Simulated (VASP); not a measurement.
Computed with vdW-DF2, VASP's PBE PAW potentials (set 64) (plane waves; VASP).

Input for VASP

INCAR:
```
LCHARG  =  F
LMAXMIX  =  4
EDIFF  =  1E-7
LWAVE  =  F
ISIF  =  2   # forces and stress, cell fixed
LUSE_VDW  =  T
SYSTEM  =  PbSe
LASPH  =  T   # aspherical one-centre terms
ISMEAR  =  0   # Gaussian
NELM  =  100
AGGAC  =  0.0
PREC  =  Accurate
ENCUT  =  520   # plane-wave cut-off (eV)
ZAB_VDW  =  -1.8867
GGA  =  ML
ALGO  =  Normal   # blocked Davidson
LREAL  =  F   # projection in real space or not
SIGMA  =  0.05   # width (eV)
```

File POSCAR:
```
PbSe
1
    0.0000000000     3.2033818511     3.2033818511
    3.2033818511     0.0000000000     3.2033818511
    3.2033818511     3.2033818511     0.0000000000
Pb Se
1 1
Direct
  0.0000000000   0.0000000000   0.0000000000
  0.5000000000   0.5000000000   0.5000000000
```

KPOINTS:
```
K-points
0
Gamma
 7 7 7
```

POTCAR, in this order: Pb_d Se (PBE.64 set). Program: vasp_std.

What does the run give for the energy per atom (σ→0)?

```yaml
energy per atom (σ→0): -1.541 eV/atom
```

OSZICAR:
```
...
DAV:   8    -0.308224432718E+01   -0.24050E-02   -0.20010E-02   578   0.165E+00    0.215E-01
DAV:   9    -0.308129657985E+01    0.94775E-03   -0.38292E-03   772   0.535E-01    0.925E-02
DAV:  10    -0.308137971580E+01   -0.83136E-04   -0.39030E-04   560   0.185E-01    0.243E-02
DAV:  11    -0.308139052602E+01   -0.10810E-04   -0.27308E-05   608   0.635E-02    0.505E-03
DAV:  12    -0.308139149004E+01   -0.96402E-06   -0.23504E-06   704   0.198E-02    0.112E-03
DAV:  13    -0.308139161711E+01   -0.12707E-06   -0.12421E-07   454   0.371E-03    0.525E-04
DAV:  14    -0.308139163899E+01   -0.21877E-07   -0.22450E-08   322   0.207E-03
   1 F= -.30813916E+01 E0= -.30813916E+01  d E =-.175717E-12
```

The compound is PbSe in the rock salt structure. It was relaxed first, which changed the volume by +15 %.
